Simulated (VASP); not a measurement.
# TeP2 (Cmcm) in VASP: single point with PBE

Aim: the single point of TeP2 with PBE.

Everything below comes from runs of VASP 6.6.1. Logs are shortened: lines on timing, memory, paths and dates and some standing lists are left out, and cuts for length are marked.

## 1. The cell of the first run

The structure is orthorhombic, space group Cmcm (No. 63). Conventional cell: a = 9.561 Å, b = 5.423 Å, c = 5.033 Å, α = 90.00°, β = 90.00°, γ = 90.00°. Around Te (site symmetry m2m) lie 10 P at 3.04 to 3.24 Å and 2 Te at 3.17 Å. Around P (site symmetry m) lie 5 Te at 3.04 to 3.24 Å and 7 P at 3.08 to 3.22 Å.

The cell was built by a generator and needn't be a form met in nature.

## 2. Single point, PBE (species swapped into the AlAg2 type (Cmcm, No. 63))

INCAR reads:

```
PREC = Accurate
ENCUT = 520
EDIFF = 1E-7
ISMEAR = 0
SIGMA = 0.1
LREAL = False
LASPH = True
NELM = 100
ALGO = Normal
ISIF = 2
LWAVE = False
LCHARG = False
GGA = PE
NBANDS = 25
```

KPOINTS reads:

```
Automatic mesh
0
Gamma
  4 4 4
```

POSCAR reads:

```
TeP2
1.0
    4.7807048600     -2.7115148700      0.0000000000
    4.7807048600      2.7115148700      0.0000000000
    0.0000000000      0.0000000000      5.0326990300
Te P
2 4
Direct
    0.8224675700      0.1775324300      0.7500000000
    0.1775324300      0.8224675700      0.2500000000
    0.4756610700      0.8463439300      0.7500000000
    0.1536560700      0.5243389300      0.7500000000
    0.8463439300      0.4756610700      0.2500000000
    0.5243389300      0.1536560700      0.2500000000
```

Potentials or basis: VASP PAW PBE potentials, release 64 (Te, P).

Launch:

```console
cat potpaw_PBE.64/Te/POTCAR potpaw_PBE.64/P/POTCAR > POTCAR
mpirun -np 1 vasp_std > vasp.out
```

OUTCAR:

```text
PREC = Accurate
   ENCUT = 520
   EDIFF = 1E-7
   ISMEAR = 0
   LREAL = False
   LASPH = True
   NELM = 100
   ISIF = 2
   GGA = PE

 ion  position               nearest neighbor table
   1  0.822  0.178  0.750-   5 3.04   6 3.04   5 3.04   6 3.04   3 3.08   4 3.08   3 3.15   4 3.15
                             2 3.17   2 3.17   4 3.24   3 3.24
   2  0.178  0.822  0.250-   3 3.04   4 3.04   3 3.04   4 3.04   5 3.08   6 3.08   6 3.15   5 3.15
                             1 3.17   1 3.17   6 3.24   5 3.24
   3  0.476  0.846  0.750-   2 3.04   2 3.04   1 3.08   1 3.15   1 3.24
   4  0.154  0.524  0.750-   2 3.04   2 3.04   1 3.08   1 3.15   1 3.24
   5  0.846  0.476  0.250-   1 3.04   1 3.04   2 3.08   2 3.15   2 3.24
   6  0.524  0.154  0.250-   1 3.04   1 3.04   2 3.08   2 3.15   2 3.24

  LATTYP: Found a base centered orthorhombic cell.
 ALAT       =     5.4230297400
 B/A-ratio  =     1.7631121676
 C/A-ratio  =     0.9280234982

  Lattice vectors:

 A1 = (  -4.7807048600,  -2.7115148700,   0.0000000000)
 A2 = (   4.7807048600,  -2.7115148700,   0.0000000000)
 A3 = (   0.0000000000,   0.0000000000,   5.0326990300)

Analysis of symmetry for initial positions (statically):
=====================================================================
 Subroutine PRICEL returns:
 Original cell was already a primitive cell.

 Routine SETGRP: Setting up the symmetry group for a
 base centered orthorhombic supercell.

 Subroutine GETGRP returns: Found  8 space group operations
 (whereof  4 operations were pure point group operations)
 out of a pool of  8 trial point group operations.

The static configuration has the point symmetry C_2h.
 The point group associated with its full space group is D_2h.

Analysis of symmetry for dynamics (positions and initial velocities):
=====================================================================
 Subroutine PRICEL returns:
 Original cell was already a primitive cell.

 Routine SETGRP: Setting up the symmetry group for a
 base centered orthorhombic supercell.

 Subroutine GETGRP returns: Found  8 space group operations
 (whereof  4 operations were pure point group operations)
 out of a pool of  8 trial point group operations.

The dynamic configuration has the point symmetry C_2h.
 The point group associated with its full space group is D_2h.

 Subroutine INISYM returns: Found  8 space group operations
 (whereof  4 operations are pure point group operations),
 and found     1 'primitive' translations

----------------------------------------------------------------------------------------

[... 102 lines left out ...]
   ISIF   =      2    stress and relaxation
   ISYM   =      2    0-nonsym 1-usesym 2-fastsym
   POTIM  = 0.5000    time-step for ionic-motion
   TEBEG  =    0.0;   TEEND  =   0.0 temperature during run
   PSTRESS=    0.0 pullay stress
   NELECT =      32.0000    total number of electrons
   NUPDOWN=      -1.0000    fix difference up-down
   EMIN   =  10.00;   EMAX   =-10.00  energy-range for DOS
   EFERMI =   0.00;   METHOD = LEGACY
   ISMEAR =     0;   SIGMA  =   0.10  broadening in eV -4-tet -1-fermi 0-gaus
   EFERMI_NEDOS =   21; number of points for ismear=-14 and -15
   IALGO  =     38    algorithm
   IMIX   =      4    mixing-type and parameters
     AMIX     =   0.40;   BMIX     =  1.00
     AMIX_MAG =   1.60;   BMIX_MAG =  1.00
  volume/ion in A,a.u.               =      21.75       146.75
  Fermi-wavevector in a.u.,A,eV,Ry     =   1.024739  1.936476 14.287338  1.050090
  Thomas-Fermi vector in A             =   2.158542
   LORBIT       =      0    0 simple, 1 ext, 2 COOP (PROOUT), +10 PAW based schemes
   GGA     = PE    functional components
   LHFCALC =     F    Hartree Fock is set to
   AEXX    =    0.0000 exact exchange contribution
   IVDW    =     0    specifies the selected vdW correction
   LEPSILON=     F    determine dielectric tensor
   LRPA    =     F    only Hartree local field effects (RPA)
 non-spin polarized calculation
 Gauss-broadening in eV      SIGMA  =   0.10
  energy-cutoff  :      520.00
  volume of cell :      130.48
 maximum number of plane-waves:      3540
 NGX is ok and might be reduce to    42
   NGX = 21   NGY = 21   NGZ = 19

 number of electron      31.9999998 magnetization

 Free energy of the ion-electron system (eV)
  ---------------------------------------------------
  ext. energy  EPLUGINS =         0.00000000
  ---------------------------------------------------
  free energy    TOTEN  =       -22.07207399 eV

  energy without entropy =      -22.04557121  energy(sigma->0) =      -22.05882260

 E-fermi :   7.1991     XC(G=0): -10.2983

 val. band max:        7.1841623984   @ k =  -0.2500   0.2500   0.5000
 cond. band min:       7.2252006090   @ k =   0.2500   0.0000   0.0000
 fundamental gap:      0.0410382106
 Fermi energy:         7.1990644165

 k-point     1 :       0.0000    0.0000    0.0000
  band No.  band energies     occupation
      1      -7.0417      2.00000
      2      -3.3604      2.00000
      3      -2.2426      2.00000
      4      -2.0596      2.00000
      5      -1.6753      2.00000
      6      -1.5905      2.00000
[... 577 lines left out ...]
     24       8.5670      0.00000
     25      13.5610      0.00000

------------------------ aborting loop because EDIFF is reached ----------------------------------------

  FORCE on cell =-STRESS in cart. coord.  units (eV):
  Direction    XX          YY          ZZ          XY          YZ          ZX
  --------------------------------------------------------------------------------------
  -------------------------------------------------------------------------------------
  Total       -5.3019432     -4.7288713     -5.8807265      0.0000000      0.0000000      0.0000000
  in kB      -65.1044645    -58.0675098    -72.2115533      0.0000000      0.0000000      0.0000000
  external PRESSURE =     -65.1278425 kB  Pullay stress =       0.0000000 kB

 VOLUME and BASIS-vectors are now :
 -----------------------------------------------------------------------------
  energy-cutoff  :      520.00
  volume of cell :      130.48
      direct lattice vectors                 reciprocal lattice vectors
     4.780704860 -2.711514870  0.000000000     0.104587088 -0.184398767  0.000000000
     4.780704860  2.711514870  0.000000000     0.104587088  0.184398767  0.000000000
     0.000000000  0.000000000  5.032699030     0.000000000  0.000000000  0.198700537

 POSITION                                       TOTAL-FORCE (eV/Angst)
 -----------------------------------------------------------------------------------
      4.78070     -1.74875      3.77452        -0.000000      0.874091      0.000000
      4.78070      1.74875      1.25817        -0.000000     -0.874091     -0.000000
      6.32012      1.00511      3.77452        -0.058740      0.093523      0.000000
      3.24129      1.00511      3.77452         0.058740      0.093523     -0.000000
      6.32012     -1.00511      1.25817        -0.058740     -0.093523     -0.000000
      3.24129     -1.00511      1.25817         0.058740     -0.093523     -0.000000
 -----------------------------------------------------------------------------------
    total drift:                               -0.000000     -0.000000     -0.000000

  FREE ENERGIE OF THE ION-ELECTRON SYSTEM (eV)
  ---------------------------------------------------
  free  energy   TOTEN  =       -22.0720739893 eV

  energy  without entropy=      -22.0455712114  energy(sigma->0) =      -22.05882260
```

stdout:

```text
POSCAR found type information on POSCAR TeP
 POSCAR found :  2 types and       6 ions
 scaLAPACK will be used
 LDA part: xc-table for (Slater+PW92), standard interpolation
 POSCAR, INCAR and KPOINTS ok, starting setup
 FFT: planning ... GRIDC
 FFT: planning ... GRID_SOFT
 FFT: planning ... GRID
 WAVECAR not read
 entering main loop
```

Run time: 47 s. Hardware: 1 thread of AMD EPYC 9R45 (Zen 5), shared host; peak memory 0.22 GiB.

What came out:

```yaml
Free_energy: -22.0721 eV
Pressure: -6.5 GPa
Largest_force: 0.874 eV/Å
Band_gap_on_the_k_mesh: none (metal or under the smearing width)
```

Forces in eV/Å, atoms in the order of the input:
```
Te   0.000  0.874  0.000
Te   0.000 -0.874  0.000
P   -0.059  0.094  0.000
P    0.059  0.094  0.000
P   -0.059 -0.094  0.000
P    0.059 -0.094  0.000
```

The run has no spin-orbit coupling, so splittings on Te are missing.
